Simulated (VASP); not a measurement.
```
NaH
1.0
    0.00000     2.48880     2.48880
    2.48880     0.00000     2.48880
    2.48880     2.48880     0.00000
Na H
1 1
Direct
  0.00000   0.00000   0.00000
  0.50000   0.50000   0.50000
```

The base run (VASP): PBE GGA, plane waves, VASP's PBE PAW potentials (set 64). Run with 400 eV cut-off, 8×8×8 Γ-centred mesh, Gaussian smearing of 0.050 eV, potentials Na_pv H.

One setting is varied; ΔE counts from the most expensive setting. The base run took about 3 core-seconds. Times come from single runs on busy shared machines, so they are rough: good to a factor of about 2.

Pressures at a finite cut-off, here 400 eV, hold a Pulay part, which wasn't tested here.

```json
[
 {"setting": "KGAMMA = .FALSE., KSPACING = 0.5, KPOINTS file removed", "cost over the base run": "within a factor of 2", "electronic steps": "12", "ΔE (meV/atom)": "0.0", "pressure (GPa)": "-2.19"},
 {"setting": "KGAMMA = .TRUE., KSPACING = 0.4, KPOINTS file removed", "cost over the base run": "within a factor of 2", "electronic steps": "12", "ΔE (meV/atom)": "-0.1", "pressure (GPa)": "-2.19"},
 {"setting": "KGAMMA = .TRUE., KSPACING = 0.35, KPOINTS file removed", "cost over the base run": "within a factor of 2", "electronic steps": "12", "ΔE (meV/atom)": "0.0", "pressure (GPa)": "-2.19"},
 {"setting": "KGAMMA = .TRUE., KSPACING = 0.25, KPOINTS file removed", "cost over the base run": "within a factor of 2", "electronic steps": "12", "ΔE (meV/atom)": "0.0", "pressure (GPa)": "-2.19"},
 {"setting": "base run", "cost over the base run": "reference", "electronic steps": "12", "ΔE (meV/atom)": "0.0", "pressure (GPa)": "-2.19"},
 {"setting": "KGAMMA = .TRUE., KSPACING = 0.2, KPOINTS file removed", "cost over the base run": "within a factor of 2", "electronic steps": "12", "ΔE (meV/atom)": "0.0", "pressure (GPa)": "-2.19"}
]
```

Left out are runs that failed, have no time on record or changed the cell.

The compound is NaH in the rock salt structure. The cell was not relaxed at this level.
